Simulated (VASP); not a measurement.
```
AlRu
1.0
    2.91761     0.00000     0.00000
    0.00000     2.91761     0.00000
    0.00000     0.00000     2.91761
Al Ru
1 1
Direct
  0.50000   0.50000   0.50000
  0.00000   0.00000   0.00000
```

All values below come from PBEsol GGA, VASP's PBE PAW potentials (set 64) (plane waves; VASP 6.6.1). Settings: 480 eV cut-off, 12×12×12 Γ-centred mesh, first-order Methfessel-Paxton smearing of 0.10 eV, potentials Al Ru_pv.

Problem. Estimate the energy per atom (σ→0), pressure, band gap (on the k-mesh) with the smallest direct gap where there is one.

Solution. 
band gap (on the k-mesh): none (metal, semimetal or under 0.01 eV)
energy per atom (σ→0): -7.729 eV/atom
pressure: 14.90 GPa

Total energies compare only between runs with the same potentials, cut-off and functional.

The compound is RuAl in the CsCl type structure. It was relaxed first under an external pressure of 15 GPa. The electron count is odd and the run is not spin-polarised, which forces a metal.
